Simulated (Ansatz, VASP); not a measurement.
**Two plane-wave programs on Sr3N**

```
Sr N
1.0
     5.31735    0.00000    0.00000
     0.00000    5.31735    0.00000
     0.00000    0.00000    5.30991
Sr N
3 1
Direct
  0.00000 0.00000 0.00000
  0.50000 0.00000 0.50000
  0.00000 0.50000 0.50000
  0.00000 0.00000 0.50000
```

Alike in both runs: functional PBE; k mesh 4 × 4 × 4; occupations gaussian, width 0.1 eV; no spin polarisation.

Ansatz relaxed the structure, and its values are those at the end. VASP's run is a single point on that final structure, the one shown.

|  | VASP | Ansatz |
| --- | --- | --- |
| version | VASP 6.6.1 | Ansatz 0.2.0 |
| potentials or method | VASP PAW PBE potentials, release 64 (Sr_sv, N) | scalar-relativistic, plane waves, PAW |
| plane-wave cutoff (eV) | 520 | 420 |
| valence electrons in the cell | 35 | 35 |

```csv
,VASP,Ansatz,Ansatz less VASP
gap on the k mesh at the Fermi level (eV),none,none,-
pressure (GPa),0.2,0.0,-0.15
```

A gap of «none» marks a metal or a gap that the smearing closes. The functional is the same, so the differences come from potentials, cutoffs and numerics.
